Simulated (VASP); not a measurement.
Runs of VASP 6.6.1 on FeSe2. Symmetry: Fm-3m, No. 225, cubic system. Conventional cell: a = 6.148 Å, b = 6.148 Å, c = 6.148 Å, α = 90.00°, β = 90.00°, γ = 90.00°. Around Fe (site symmetry m-3m) lie 8 Se at 2.66 Å. Around Se (site symmetry -43m) lie 4 Fe at 2.66 Å. The cell comes from a database or a generator and needn't be the stable form of this composition.

```tsv
level	spin	U	fixed moment (μB)	gap on the mesh (eV)	pressure (GPa)	moment (μB)
LDA+U	collinear, ferromagnetic start	Fe d U = 8 eV	0	-	-0.5	0.00
LDA+U	off	Fe d U = 8 eV	-	(b)	-13.6	-
LDA+U	collinear, ferromagnetic start	Fe d U = 8 eV	-	none	1.2	4.06
LDA	collinear, ferromagnetic start	-	4	-	-2.6	4.00
LDA+U	collinear, random start	Fe d U = 8 eV	-	none	1.2	4.06
LDA	collinear, random start	-	-	none	(a)	0.13
LDA+U	non-collinear, random start, SOC	Fe d U = 8 eV	-	-	1.2	3.67
```

Alike in all rows: task single point; potentials or basis VASP PAW LDA potentials, release 64 (Fe, Se); cell as given; k mesh 5 × 5 × 5; cutoff (eV) 520; smearing gaussian 0.05 eV.

Fill in the values left out.

(a) -17.9; (b) 0.04.

Caveats: a cell with one magnetic atom can't hold antiferromagnetic order, which such compounds often take (some runs); the total moment is fixed, so each spin has its own Fermi level (some runs); the moment is held away from its start (some runs); an odd mesh through Γ misses points on the zone boundary, where band edges often lie (some runs); so large a pressure means that the cell lies far from this level's equilibrium, or that cutoff or potentials fall short (some runs).

A k mesh can miss the band edges, and rows without SOC leave out spin-orbit coupling on Se.

A gap of «none» marks a metal or a gap under the smearing width.
